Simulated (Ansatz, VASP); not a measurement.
As3Se2 in VASP and in Ansatz

```xyz
5
Lattice="2.7494 -2.7646 0.3071 2.7494 2.7646 0.3071 -0.7823 0.0000 7.4487" Properties=species:S:1:pos:R:3 pbc="T T T"
As    1.1743    0.0000    1.6850
As    3.5423    0.0000    6.3779
As    2.3583    0.0000    4.0314
Se    3.9727    0.0000    1.8308
Se    0.7439    0.0000    6.2321
```

Change from the starting cell: species swapped into the Mg2C3 type (C2/m, No. 12).

Alike in both runs: functional PBE; k mesh 4 × 4 × 4; occupations gaussian, width 0.1 eV; no spin polarisation.

Ansatz relaxed the structure, and its values are those at the end. VASP's run is a single point on that final structure, the one shown.

|  | VASP | Ansatz |
| --- | --- | --- |
| version | VASP 6.6.1 | Ansatz 0.2.0 |
| potentials or method | VASP PAW PBE potentials, release 64 (As, Se) | scalar-relativistic, plane waves, PAW |
| plane-wave cutoff (eV) | 520 | 420 |
| valence electrons in the cell | 27 | 77 |

|  | VASP | Ansatz | Ansatz less VASP |
| --- | --- | --- | --- |
| gap on the k mesh at the Fermi level (eV) | none | none | - |
| pressure (GPa) | 0.0 | -0.1 | -0.07 |
| rms of the force components (eV/Å) | 0.011 | 0.013 | +0.0012 |

A gap of «none» marks a metal or a gap that the smearing closes. The two sets of potentials don't hold the same shells in valence.

Caveats: the k mesh is coarse (spacing up to 0.40 Å⁻¹), so the values aren't converged.
